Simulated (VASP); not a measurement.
Consider the following.

```
BiPr
1.0
    3.39645     0.00000     0.00000
    0.00000     3.39645     0.00000
    0.00000     0.00000    11.48286
Pr Bi
2 2
Direct
  0.00000   0.50000   0.00000
  0.50000   0.00000   0.50000
  0.00000   0.00000   0.25000
  0.00000   0.00000   0.75000
```

These are PBEsol GGA, VASP's PBE PAW potentials (set 64) (plane waves; VASP) values and carry that method's errors. Numerical set-up: 480 eV cut-off, 8×8×4 Γ-centred mesh, first-order Methfessel-Paxton smearing of 0.10 eV, potentials Pr_3 Bi_d.

The 4f electrons are frozen in the core of the lanthanide potential, so 4f levels, which can set the real gap, and their magnetism are missing. Unless said otherwise, spin-orbit coupling is left out, though it shifts the bands of the heavy elements here.

Task: What does the run give for the energy per atom (σ→0), band gap (on the k-mesh) with the smallest direct gap where there is one?

Result: 
The band gap (on the k-mesh) comes out as none (metal, semimetal or under 0.01 eV) and the energy per atom (σ→0) is -4.960 eV/atom.

The absolute energy has meaning only against runs of the same code, potentials and settings.

The structure was generated: PrBi was put into the PtS type (P4_2/mmc), which need not be its known phase. It was relaxed first, which changed the volume by -36 %.
